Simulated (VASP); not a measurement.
VASP runs on MoSe (space group I4_1md) share one base input (PBE GGA, plane waves, VASP's PBE PAW potentials (set 64)) and change the settings named in each case.

### INCAR
```
LWAVE  =  .FALSE.
GGA  =  PE   ! PBE
LREAL  =  .FALSE.   ! projection in real space or not
ALGO  =  Normal   ! blocked Davidson
LCHARG  =  .FALSE.
ENCUT  =  300   ! plane-wave cut-off (eV)
PREC  =  Accurate
ISIF  =  2   ! forces and stress, cell fixed
LASPH  =  .TRUE.   ! aspherical one-centre terms
NELM  =  100   ! most electronic steps
ISMEAR  =  -1   ! Fermi-Dirac
EDIFF  =  1E-6
LMAXMIX  =  4
SYSTEM  =  MoSe
SIGMA  =  0.1   ! width (eV)
```

### KPOINTS
```
kpoints
0
Gamma
 5 5 5
0 0 0
```

**POSCAR**
```
MoSe
1
   -1.6751160000     1.6751160000     5.6711170000
    1.6751160000    -1.6751160000     5.6711170000
    1.6751160000     1.6751160000    -5.6711170000
Mo Se
2 2
Direct
  0.7500000000   0.7500000000   0.0000000000
  0.5000000000   0.0000000000   0.5000000000
  0.1660000000   0.1660000000   0.0000000000
  0.9160000000   0.4160000000   0.5000000000
```

POTCAR, in this order: Mo_sv Se (PBE.64 set). Program: vasp_std.

| change | E(σ→0) (eV/atom) | pressure (GPa) | largest force (eV/Å) | −TS (eV) |
|---|---|---|---|---|
| base run | -7.0651 | 12.12 | 0.006 | -0.1210 |
| GGA removed, POTCAR Mo_sv Se (LDA.64 set) | -8.1497 | [?] | [?] | [?] |
| GGA_COMPAT = .FALSE., LNONCOLLINEAR = .TRUE., LSORBIT = .TRUE., MAGMOM = 0.0 0.0 0.0 0.0 0.0 0.0 0.0 0.0 0.0 0.0 0.0 0.0, program vasp_ncl | -7.1246 | [?] | [?] | [?] |
| KPOINTS 1×1×1 Γ-centred mesh | -5.1432 | 20.31 | 0.714 | -0.3106 |
| LDAU = .TRUE., LDAUJ = 0 0, LDAUL = 2 -1, LDAUTYPE = 2, LDAUU = 7.0 0 (not converged) | -3.0869 | 34.36 | 0.907 | -0.0477 |

Task: What belongs in the gaps?

Result: 
- GGA removed, POTCAR Mo_sv Se (LDA.64 set), pressure (GPa): 2.04
- GGA removed, POTCAR Mo_sv Se (LDA.64 set), largest force (eV/Å): 0.016
- GGA removed, POTCAR Mo_sv Se (LDA.64 set), −TS (eV): -0.1220
- GGA_COMPAT = .FALSE., LNONCOLLINEAR = .TRUE., LSORBIT = .TRUE., MAGMOM = 0.0 0.0 0.0 0.0 0.0 0.0 0.0 0.0 0.0 0.0 0.0 0.0, program vasp_ncl, pressure (GPa): 12.18
- GGA_COMPAT = .FALSE., LNONCOLLINEAR = .TRUE., LSORBIT = .TRUE., MAGMOM = 0.0 0.0 0.0 0.0 0.0 0.0 0.0 0.0 0.0 0.0 0.0 0.0, program vasp_ncl, largest force (eV/Å): 0.009
- GGA_COMPAT = .FALSE., LNONCOLLINEAR = .TRUE., LSORBIT = .TRUE., MAGMOM = 0.0 0.0 0.0 0.0 0.0 0.0 0.0 0.0 0.0 0.0 0.0 0.0, program vasp_ncl, −TS (eV): -0.1216

Energies of different potentials or functionals have different zeros.  At 300 eV the pressure can carry a Pulay error.

Left out are runs that ran out of time, are held back, or changed the cell or the kind of run, fixed moments of cells without a moment, rows past the twelfth, gaps on odd meshes, pressures of charged cells and columns that move by less than the noise.

The structure was generated: MoSe was put into an ordered model structure, which need not be its known phase. The cell was not relaxed at this level, its lattice was scaled by up to 2.5 %.
